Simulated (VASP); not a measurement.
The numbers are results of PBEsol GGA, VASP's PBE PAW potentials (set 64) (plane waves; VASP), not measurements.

VASP ran on this input.

File POSCAR:
```
DyPb3
1.0
  4.7958486330   0.0000000000   0.0000000000
  0.0000000000   4.7958486330  -0.0119896216
  0.0000000000  -0.0119896216   4.7958486330
Dy Pb
1 3
Cartesian
  0.0000000000   0.0000000000   0.0000000000
  0.0000000000   2.3919295057   2.3919295057
  2.3979243165  -0.0059948108   2.3979243165
  2.3979243165   2.3979243165  -0.0059948108
```

**INCAR**
```
! general
SYSTEM  = DyPb3
PREC    = Accurate
ENCUT   = 480   ! plane-wave cut-off (eV)
LREAL   = .FALSE.   ! projection in real space or not
LASPH   = .TRUE.   ! aspherical one-centre terms

! electronic loop
EDIFF   = 1E-7
NELM    = 100
ALGO    = Normal
LMAXMIX = 6

! smearing
ISMEAR  = 1
SIGMA   = 0.1   ! width (eV)

! functional
GGA     = PS

! ions
IBRION  = 2   ! conjugate gradients
NSW     = 30
ISIF    = 2
EDIFFG  = -0.01   ! ionic stop

! output
LWAVE   = .FALSE.
LCHARG  = .FALSE.
```

KPOINTS:
```
Automatic mesh
0
Gamma
6 6 6
0 0 0
```

POTCAR, in this order: Dy_3 Pb_d (PBE.64 set). Program: vasp_std.

What VASP printed:

**OUTCAR**
```
 ion  position               nearest neighbor table
   1  0.000  0.000  0.000-   2 3.38   2 3.38   4 3.39   4 3.39   4 3.39   4 3.39   3 3.39   3 3.39
                             3 3.39   3 3.39   2 3.40   2 3.40
   2  0.000  0.500  0.500-   1 3.38   1 3.38   3 3.39   3 3.39   3 3.39   3 3.39   4 3.39   4 3.39
                             4 3.39   4 3.39   1 3.40   1 3.40
   3  0.500  0.000  0.500-   4 3.38   4 3.38   2 3.39   2 3.39   2 3.39   2 3.39   1 3.39   1 3.39
                             1 3.39   1 3.39   4 3.40   4 3.40
   4  0.500  0.500  0.000-   3 3.38   3 3.38   1 3.39   1 3.39   1 3.39   1 3.39   2 3.39   2 3.39
                             2 3.39   2 3.39   3 3.40   3 3.40
  LATTYP: Found a base centered orthorhombic cell.
 ALAT       =     6.7653982944
 B/A-ratio  =     1.0050125313
 C/A-ratio  =     0.7088789786
 Subroutine PRICEL returns:
 Original cell was already a primitive cell.
 Subroutine GETGRP returns: Found  8 space group operations
The static configuration has the point symmetry D_2h.
The dynamic configuration has the point symmetry D_2h.
 Subroutine INISYM returns: Found  8 space group operations
 Subroutine IBZKPT returns following result:
 Found     52 irreducible k-points:

 Following reciprocal coordinates:
            Coordinates               Weight
  0.000000  0.000000  0.000000      1.000000
  0.166667  0.000000  0.000000      2.000000
  0.333333  0.000000  0.000000      2.000000
  0.500000  0.000000  0.000000      1.000000
  0.000000  0.166667  0.000000      4.000000
  0.166667  0.166667  0.000000      8.000000
  0.333333  0.166667  0.000000      8.000000
  0.500000  0.166667  0.000000      4.000000
  0.000000  0.333333  0.000000      4.000000
  0.166667  0.333333  0.000000      8.000000
  0.333333  0.333333  0.000000      8.000000
  0.500000  0.333333  0.000000      4.000000
  0.000000  0.500000  0.000000      2.000000
  0.166667  0.500000  0.000000      4.000000
  0.333333  0.500000  0.000000      4.000000
  0.500000  0.500000  0.000000      2.000000
...
```

OSZICAR:
```
       N       E                     dE             d eps       ncg     rms          rms(c)
DAV:   1     0.544094594380E+03    0.54409E+03   -0.23365E+04  3136   0.184E+03
DAV:   2     0.307473937840E+02   -0.51335E+03   -0.50817E+03  3126   0.515E+02
DAV:   3    -0.164376536876E+02   -0.47185E+02   -0.46600E+02  3660   0.196E+02
DAV:   4    -0.183404587465E+02   -0.19028E+01   -0.18913E+01  3810   0.445E+01
DAV:   5    -0.184090583328E+02   -0.68600E-01   -0.68571E-01  4008   0.754E+00    0.163E+01
DAV:   6    -0.182932377563E+02    0.11582E+00   -0.17738E-01  4148   0.493E+00    0.954E+00
DAV:   7    -0.182667053680E+02    0.26532E-01   -0.19074E-01  3984   0.467E+00    0.512E-01
DAV:   8    -0.182646529246E+02    0.20524E-02   -0.26662E-02  3876   0.222E+00    0.148E-01
DAV:   9    -0.182645650216E+02    0.87903E-04   -0.11659E-03  4674   0.300E-01    0.582E-02
DAV:  10    -0.182645584991E+02    0.65226E-05   -0.14182E-04  4114   0.137E-01    0.159E-02
DAV:  11    -0.182645543748E+02    0.41243E-05   -0.24666E-05  3996   0.577E-02    0.933E-03
DAV:  12    -0.182645545165E+02   -0.14169E-06   -0.26424E-06  3928   0.114E-02    0.520E-03
DAV:  13    -0.182645544363E+02    0.80156E-07   -0.23259E-07  2726   0.463E-03
   1 F= -.18264554E+02 E0= -.18264087E+02  d E =-.182646E+02
```

OUTCAR:
```
------------------------ aborting loop because EDIFF is reached ----------------------------------------
  FORCE on cell =-STRESS in cart. coord.  units (eV):
  Direction    XX          YY          ZZ          XY          YZ          ZX
  --------------------------------------------------------------------------------------
  Total       -0.0168855     -0.0225196     -0.0225196      0.0000000      0.0850875      0.0000000
  in kB       -0.2452627     -0.3270984     -0.3270984      0.0000000      1.2358987      0.0000000
  external PRESSURE =      -0.2998198 kB  Pullay stress =       0.0000000 kB
  volume of cell :      110.30
      direct lattice vectors                 reciprocal lattice vectors
     4.795848633  0.000000000  0.000000000     0.208513670  0.000000000  0.000000000
     0.000000000  4.795848633 -0.011989622     0.000000000  0.208514973  0.000521287
     0.000000000 -0.011989622  4.795848633     0.000000000  0.000521287  0.208514973
 POSITION                                       TOTAL-FORCE (eV/Angst)
 -----------------------------------------------------------------------------------
      0.00000      0.00000      0.00000         0.000000     -0.000000      0.000000
      0.00000      2.39193      2.39193         0.000000     -0.000000      0.000000
      2.39792     -0.00599      2.39792         0.000000     -0.000000      0.000000
      2.39792      2.39792     -0.00599         0.000000      0.000000      0.000000
 -----------------------------------------------------------------------------------
    total drift:                                0.000000      0.000000      0.000000
  FREE ENERGIE OF THE ION-ELECTRON SYSTEM (eV)
  ---------------------------------------------------
  free  energy   TOTEN  =       -18.2645544363 eV

  energy  without entropy=      -18.2631510220  energy(sigma->0) =      -18.26408663

 reached required accuracy - stopping structural energy minimisation
```
(Selected blocks of OUTCAR.)

The 4f electrons are frozen in the core of the lanthanide potential, so 4f levels, which can set the real gap, and their magnetism are missing.

The structure comes from a computed database's DyPb3 entry (Pm-3m); how it stands against other phases isn't given here. This cell was strained or had an atom moved on purpose. The electron count is odd and the run is not spin-polarised, which forces a metal.
